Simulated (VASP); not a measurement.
Computed with MS2 meta-GGA, VASP's PBE PAW potentials (set 64) (plane waves; VASP 6.6.1).

A VASP calculation is set up with these files.

POSCAR:
```
ZnS
12.4865550
  0.1523694807  -0.2639116788   0.0000000000
  0.1523694807   0.2639116788   0.0000000000
  0.0000000000   0.0000000000   0.5000000126
Zn S
2 2
direct
  0.6666670000   0.3333330000   0.4997754566
  0.3333330000   0.6666670000   0.9997754566
  0.6666670000   0.3333330000   0.8752245434
  0.3333330000   0.6666670000   0.3752245434
```

**INCAR**
```
NELM  =  100   ! most electronic steps
ISIF  =  2
NEDOS  =  601   ! DOS grid
LWAVE  =  .FALSE.
ALGO  =  Normal   ! blocked Davidson
LCHARG  =  .FALSE.
EDIFF  =  1E-7   ! SCF stop (eV)
ENCUT  =  520   ! plane-wave cut-off (eV)
SYSTEM  =  ZnS
PREC  =  Accurate
LASPH  =  .TRUE.
METAGGA  =  MS2
LREAL  =  .FALSE.   ! projection in real space or not
LMIXTAU  =  .TRUE.
LORBIT  =  11   ! lm-projected
LEFG  =  .TRUE.
ISMEAR  =  -5   ! tetrahedra, Bloechl
LMAXMIX  =  4
```

File KPOINTS:
```
Automatic mesh
0
G
8 8 4
0 0 0
```

KPOINTS_OPT:
```
k-points along high-symmetry lines
6
Line-mode
Reciprocal
  0.000000   0.000000   0.000000 ! GAMMA
  0.000000   0.500000   0.000000 ! M

  0.000000   0.500000   0.000000 ! M
 -0.333333   0.666667   0.000000 ! K

 -0.333333   0.666667   0.000000 ! K
  0.000000   0.000000   0.000000 ! GAMMA

  0.000000   0.000000   0.000000 ! GAMMA
  0.000000   0.000000   0.500000 ! A

  0.000000   0.000000   0.500000 ! A
  0.000000   0.500000   0.500000 ! L

  0.000000   0.500000   0.500000 ! L
 -0.333333   0.666667   0.500000 ! H

 -0.333333   0.666667   0.500000 ! H
  0.000000   0.000000   0.500000 ! A

  0.000000   0.500000   0.500000 ! L
  0.000000   0.500000   0.000000 ! M

 -0.333333   0.666667   0.500000 ! H
 -0.333333   0.666667   0.000000 ! K
```

POTCAR, in this order: Zn S (PBE.64 set). Program: vasp_std.

What VASP printed:

File OSZICAR:
```
       N       E                     dE             d eps       ncg     rms          rms(c)
DAV:   1     0.197539575575E+03    0.19754E+03   -0.16162E+04  1320   0.181E+03
DAV:   2    -0.236864854051E+02   -0.22123E+03   -0.21641E+03  1350   0.358E+02
DAV:   3    -0.450460664066E+02   -0.21360E+02   -0.21251E+02  1610   0.116E+02
DAV:   4    -0.455512632052E+02   -0.50520E+00   -0.50448E+00  1554   0.185E+01
DAV:   5    -0.455597817075E+02   -0.85185E-02   -0.85174E-02  1606   0.241E+00    0.132E+01
DAV:   6    -0.289444093757E+02    0.16615E+02   -0.19844E+01  1404   0.113E+02    0.103E+01
DAV:   7    -0.261694759231E+02    0.27749E+01   -0.47376E+00  1328   0.294E+01    0.584E+00
DAV:   8    -0.258982404575E+02    0.27124E+00   -0.93370E-01  1528   0.208E+01    0.211E+00
DAV:   9    -0.259772378019E+02   -0.78997E-01   -0.40649E-01  1528   0.997E+00    0.105E+00
DAV:  10    -0.260545319185E+02   -0.77294E-01   -0.16659E-01  1332   0.444E+00    0.272E-01
DAV:  11    -0.260554397479E+02   -0.90783E-03   -0.31631E-03  1654   0.440E-01    0.276E-01
DAV:  12    -0.260519546534E+02    0.34851E-02   -0.95718E-04  1410   0.323E-01    0.232E-01
DAV:  13    -0.260584751874E+02   -0.65205E-02   -0.61815E-03  1430   0.956E-01    0.213E-01
DAV:  14    -0.260482147009E+02    0.10260E-01   -0.13252E-02  1344   0.145E+00    0.533E-01
DAV:  15    -0.260605231236E+02   -0.12308E-01   -0.14768E-02  1320   0.123E+00    0.753E-02
DAV:  16    -0.260574393256E+02    0.30838E-02   -0.38709E-03  1356   0.599E-01    0.185E-01
DAV:  17    -0.260595535634E+02   -0.21142E-02   -0.91338E-04  1344   0.328E-01    0.897E-02
DAV:  18    -0.260603330314E+02   -0.77947E-03   -0.53106E-04  1356   0.221E-01    0.201E-02
DAV:  19    -0.260603771681E+02   -0.44137E-04   -0.14517E-04  1464   0.153E-01    0.238E-02
DAV:  20    -0.260604282161E+02   -0.51048E-04   -0.18398E-05  1404   0.434E-02    0.170E-02
DAV:  21    -0.260604330109E+02   -0.47948E-05   -0.76054E-07  1624   0.823E-03    0.154E-02
DAV:  22    -0.260604707190E+02   -0.37708E-04   -0.33426E-06  1434   0.174E-02    0.191E-03
DAV:  23    -0.260604874845E+02   -0.16766E-04   -0.88189E-07  1392   0.957E-03    0.471E-03
DAV:  24    -0.260604876682E+02   -0.18372E-06   -0.37084E-08   936   0.202E-03    0.377E-03
DAV:  25    -0.260604841729E+02    0.34953E-05   -0.16212E-07   918   0.318E-03    0.118E-03
DAV:  26    -0.260604827170E+02    0.14558E-05   -0.89472E-08   744   0.283E-03    0.689E-04
DAV:  27    -0.260604827308E+02   -0.13795E-07   -0.13553E-08   726   0.115E-03
   1 F= -.26060483E+02 E0= -.26060483E+02  d E =0.000000E+00
       N       E                     dE             ncg
       N       E                     dE             ncg
```

OUTCAR:
```
------------------------ aborting loop because EDIFF is reached ----------------------------------------
  FORCE on cell =-STRESS in cart. coord.  units (eV):
  Direction    XX          YY          ZZ          XY          YZ          ZX
  --------------------------------------------------------------------------------------
  Total       -0.0052342     -0.0052342     -0.0477659      0.0000000      0.0000000      0.0000000
  in kB       -0.1071207     -0.1071207     -0.9775610      0.0000000      0.0000000      0.0000000
  external PRESSURE =      -0.3972674 kB  Pullay stress =       0.0000000 kB
  volume of cell :       78.29
      direct lattice vectors                 reciprocal lattice vectors
     1.902569901 -3.295347692  0.000000000     0.262802433 -0.151729058  0.000000000
     1.902569901  3.295347692  0.000000000     0.262802433  0.151729058  0.000000000
     0.000000000  0.000000000  6.243277658     0.000000000  0.000000000  0.160172277
  FREE ENERGIE OF THE ION-ELECTRON SYSTEM (eV)
  ---------------------------------------------------
  free  energy   TOTEN  =       -26.0604827308 eV

  energy  without entropy=      -26.0604827308  energy(sigma->0) =      -26.06048273

 total charge

# of ion       s       p       d       tot
------------------------------------------
    1        0.510   0.487   9.817  10.814
    2        0.510   0.487   9.817  10.814
    3        1.305   2.460   0.000   3.765
    4        1.305   2.460   0.000   3.765
--------------------------------------------------
tot          3.631   5.894  19.633  29.157

 Electric field gradients after diagonalization (V/A^2)
 (convention: |V_zz| > |V_xx| > |V_yy|)
----------------------------------------------------------------------
 ion       V_xx      V_yy      V_zz     asymmetry (V_yy - V_xx)/ V_zz
----------------------------------------------------------------------
   1      -1.375    -1.362     2.737       0.005
   2      -1.375    -1.362     2.737       0.005
   3      -1.174    -1.173     2.348       0.000
   4      -1.174    -1.173     2.348       0.000
```
(Selected blocks of OUTCAR.)

The compound is ZnS in the wurtzite structure, the high-temperature form. It was relaxed first.
